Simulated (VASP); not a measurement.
# AgF (relaxed from the CsCl type structure, space group Pm-3m): computed properties

Calculation: PBEsol GGA, VASP's PBE PAW potentials (set 64) (plane waves; VASP 6.6.1).

```
Item                                                                  Result
----------------------------------  ----------------------------------------
space group                                                      Pm-3m (221)
cell                                 a = b = c = 2.952 Å, α = β = γ = 90.00°
volume per atom                                               12.86 Å^3/atom
band gap (over mesh and band path)  none (metal, semimetal or under 0.01 eV)
density                                                           8.19 g/cm³
```

```yaml
crystal:
  lattice:
    - [2.95198, 0.00000, 0.00000]
    - [0.00000, 2.95198, 0.00000]
    - [0.00000, 0.00000, 2.95198]
  atoms:
    - { symbol: Ag, position: [0.00000, 0.00000, 0.00000] }
    - { symbol: F, position: [0.50000, 0.50000, 0.50000] }
```

The structure was generated: AgF was put into the CsCl type type (Pm-3m), which need not be its known phase. It was relaxed first, which changed the volume by +42 %. Symmetry was kept, so distortions that lower it aren't found.
